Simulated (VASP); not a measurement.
VASP ran on this input.

INCAR:
```
ALGO = Normal
EDIFF = 1E-6
EDIFFG = -0.01
ENCUT = 520
IBRION = 2
ISIF = 3
ISMEAR = 1
LASPH = T
LCHARG = F
LMAXMIX = 6
LMIXTAU = T
LREAL = F
LWAVE = F
METAGGA = R2SCAN
NELM = 100
NSW = 60
PREC = Accurate
SIGMA = 0.1
SYSTEM = WC
```

**POSCAR**
```
WC
1
    0.0000000000     2.7481870000     2.7481870000
    2.7481870000     0.0000000000     2.7481870000
    2.7481870000     2.7481870000     0.0000000000
W C
1 1
Direct
  0.0000000000   0.0000000000   0.0000000000
  0.2500000000   0.2500000000   0.2500000000
```

### KPOINTS
```
Regular mesh
0
Gamma
  10 10 10
0 0 0
```

POTCAR, in this order: W_sv C (PBE.64 set). Program: vasp_std.

Q: Write an equivalent input for Ansatz.

A: One equivalent input (not run):
Ansatz 0.2 input:
```yaml
crystal:
  lattice:
    - [0.0000000, 2.7481870, 2.7481870]
    - [2.7481870, 0.0000000, 2.7481870]
    - [2.7481870, 2.7481870, 0.0000000]
  atoms:
    - { symbol: W, position: [0.0000000, 0.0000000, 0.0000000] }
    - { symbol: C, position: [0.2500000, 0.2500000, 0.2500000] }
kpoints:
  mp_grid: { grid: [10, 10, 10] }
hamiltonian:
  xc: r2scan
  pseudopotentials: { kind: paw }
scf:
  occupations: { method: methfessel_paxton, width: 0.1 }
  max_iter: 100
relax:
  max_steps: 60
  f_tol: 0.01
  cell: {}
output: { forces: true, stress: true, eigenvalues: true }
```
What does not carry over: each code has its own PAW files, so the cut-off isn't converted (ENCUT is set for VASP's; basis.ecutwfc is left out, and Ansatz then takes the one that its files recommend); Ansatz stops its SCF on the density residual and VASP on the energy change (EDIFF).

The structure was generated: WC was put into the zinc blende type (F-43m), which need not be its known phase. This run relaxes it. Symmetry was kept, so distortions that lower it aren't found.
